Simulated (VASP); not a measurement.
Input:

```
La
1.0
    1.87943    -3.25526     0.00000
    1.87943     3.25526     0.00000
    0.00000     0.00000    12.03663
La
4
Cartesian
  0.00000   0.00000   6.01831
  0.00000   0.00000   0.00000
  1.87943   1.08509   3.00916
  1.87943  -1.08509   9.02747
```

Computed with PW91 GGA, VASP's PBE PAW potentials (set 64) (plane waves; VASP 6.6.1). Numerical set-up: 520 eV cut-off, 11×11×3 Γ-centred mesh, tetrahedra with Blöchl corrections, potentials La.

The cores are frozen, which limits the accuracy of field gradients.

**Question.** Give the principal components of the electric field gradient (V/Å²) and the asymmetry η at each nucleus.

**Answer.** 
```
atom    Vxx    Vyy   Vzz     η
----  -----  -----  ----  ----
La1   -11.9  -11.9  23.7  0.00
La2   -11.9  -11.9  23.7  0.00
La3   -16.0  -16.0  32.0  0.00
La4   -16.0  -16.0  32.0  0.00
```

The compound is La in the dhcp structure. It was relaxed first.
